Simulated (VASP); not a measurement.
An input for Ansatz (written as the equivalent of a VASP run, and not itself run):

Ansatz 0.2 input:
```yaml
crystal:
  lattice:
    - [5.4436800, 0.0000000, 0.0000000]
    - [-2.7218400, 4.7143650, 0.0000000]
    - [0.0000000, 0.0000000, 4.2902100]
  atoms:
    - { symbol: La, position: [0.0000000, 0.0000000, 0.0000000] }
    - { symbol: Ga, position: [0.5000000, 0.0000000, 0.5000000] }
    - { symbol: Ga, position: [0.5000000, 0.5000000, 0.5000000] }
    - { symbol: Ga, position: [0.0000000, 0.5000000, 0.5000000] }
    - { symbol: Pd, position: [0.6666670, 0.3333330, 0.0000000] }
    - { symbol: Pd, position: [0.3333330, 0.6666670, 0.0000000] }
kpoints:
  mp_grid: { grid: [6, 6, 7] }
hamiltonian:
  xc: pbesol
  pseudopotentials: { kind: paw }
scf:
  occupations: { method: gaussian, width: 0.05 }
  max_iter: 100
output: { forces: true, stress: true, eigenvalues: true }
```

Question: Write the VASP files for the same calculation (PBEsol).

Answer: This is not unique; one that fits is 
### POSCAR
```
LaGa3Pd2
1
    5.4436800000     0.0000000000     0.0000000000
   -2.7218400000     4.7143650000     0.0000000000
    0.0000000000     0.0000000000     4.2902100000
La Ga Pd
1 3 2
Direct
  0.0000000000   0.0000000000   0.0000000000
  0.5000000000   0.0000000000   0.5000000000
  0.5000000000   0.5000000000   0.5000000000
  0.0000000000   0.5000000000   0.5000000000
  0.6666670000   0.3333330000   0.0000000000
  0.3333330000   0.6666670000   0.0000000000
```

**INCAR**
```
ALGO = Normal
EDIFF = 1E-6
ENCUT = 300
GGA = PS
ISIF = 2
ISMEAR = 0
LASPH = .TRUE.
LCHARG = .FALSE.
LMAXMIX = 6
LREAL = .FALSE.
LWAVE = .FALSE.
NELM = 100
PREC = Accurate
SIGMA = 0.05
SYSTEM = LaGa3Pd2
```

**KPOINTS**
```
K-points
0
gamma
6 6 7
0 0 0
```

POTCAR, in this order: La Ga_d Pd (PBE.64 set). Program: vasp_std.

What does not carry over: each code has its own PAW files, so the cut-off isn't converted (ENCUT is set for VASP's; basis.ecutwfc is left out, and Ansatz then takes the one that its files recommend); Ansatz stops its SCF on the density residual and VASP on the energy change (EDIFF).

The structure comes from a computed database's LaGa3Pd2 entry (P6/mmm); how it stands against other phases isn't given here. The cell was not relaxed at this level.
